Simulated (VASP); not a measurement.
A convergence study with VASP on SiC (wurtzite): one setting is varied, all else stays as given below, so the limit is that of these other settings.

```
CELL_PARAMETERS angstrom
      1.54000    -2.66736     0.00000
      1.54000     2.66736     0.00000
      0.00000     0.00000     5.05000
ATOMIC_POSITIONS crystal
  Si 0.66667 0.33333 0.50000
  Si 0.33333 0.66667 0.00000
  C  0.66667 0.33333 0.87500
  C  0.33333 0.66667 0.37500
```

These are PBEsol GGA, VASP's PBE PAW potentials (set 64) (plane waves; VASP) values and carry that method's errors. The tightest run used: 700 eV cut-off, 11×11×6 Monkhorst-Pack mesh, Gaussian smearing of 0.050 eV, potentials Si C.

```
setting     E (eV/atom)  pressure (GPa)  irreducible k-points
----------  -----------  --------------  --------------------
1×1×1 mesh      -2.8816           22.02                     1
2×2×1 mesh      -8.1777           -0.24                     2
3×3×2 mesh      -7.8161            0.25                     3
4×4×2 mesh      -7.9675           -0.67                     6
```

Question: These are the cheaper rows. Estimate the results at 11×11×6 mesh, and how far the last row shown lies from them.

Answer: 
| quantity | tightest run | last row shown is off by |
|---|---|---|
| E (eV/atom) | -7.9574 | -0.0101 |
| pressure (GPa) | -0.52 | -0.15 |

Left out are rungs that failed or repeat a setting and relaxations that didn't move; long series are thinned to 24 rows.

The compound is SiC in the wurtzite structure, the rare 2H polytype. The cell was not relaxed at this level.
